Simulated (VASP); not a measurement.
These are r2SCAN meta-GGA, VASP's PBE PAW potentials (set 64) (plane waves; VASP) values and carry that method's errors.

VASP ran on this input.

### INCAR
```
SYSTEM = WSe2
PREC = Accurate
ENCUT = 400
EDIFF = 1E-6
NELM = 100
ALGO = Normal
LREAL = .FALSE.
LASPH = .TRUE.
ISMEAR = 0
SIGMA = 0.05
METAGGA = R2SCAN
LMIXTAU = .TRUE.
LMAXMIX = 6
LWAVE = .FALSE.
LCHARG = .FALSE.
IBRION = 2
ISIF = 4
NSW = 60
EDIFFG = -0.02
```

KPOINTS:
```
Automatic mesh
0
G
7 7 1
0 0 0
```

POSCAR:
```
WSe2
1.0
  3.2719337780   0.0000000000   0.0000000000
 -1.6359668890   2.8335781474   0.0000000000
  0.0000000000   0.0000000000  20.2434290561
W Se
1 2
Cartesian
  1.6359685250   0.9445251046  10.1217145280
 -0.0000016360   1.8890530428   8.4457335560
 -0.0000016360   1.8890530428  11.7976955001
```

POTCAR, in this order: W_sv Se (PBE.64 set). Program: vasp_std.

The cell holds a wide vacuum, so values per volume refer to the whole cell.

What does the run give for the energy per atom (σ→0)?

```yaml
energy per atom (σ→0): -27.250 eV/atom
```

OSZICAR:
```
...
DAV:   8    -0.817499366406E+02   -0.97804E-04   -0.17592E-04   272   0.133E-01    0.672E-03
DAV:   9    -0.817500591960E+02   -0.12256E-03   -0.59419E-05   272   0.787E-02    0.374E-03
DAV:  10    -0.817500724528E+02   -0.13257E-04   -0.26453E-05   272   0.512E-02    0.162E-03
DAV:  11    -0.817500782438E+02   -0.57911E-05   -0.28909E-05   272   0.526E-02    0.126E-03
DAV:  12    -0.817501003793E+02   -0.22135E-04   -0.96860E-06   272   0.301E-02    0.694E-04
DAV:  13    -0.817501055133E+02   -0.51341E-05   -0.53233E-06   317   0.192E-02    0.400E-04
DAV:  14    -0.817501058884E+02   -0.37506E-06   -0.19739E-06   209   0.132E-02
   5 F= -.81750106E+02 E0= -.81750106E+02  d E =-.808450E-02
```

The cell is a sheet with vacuum, built from a generated structure.
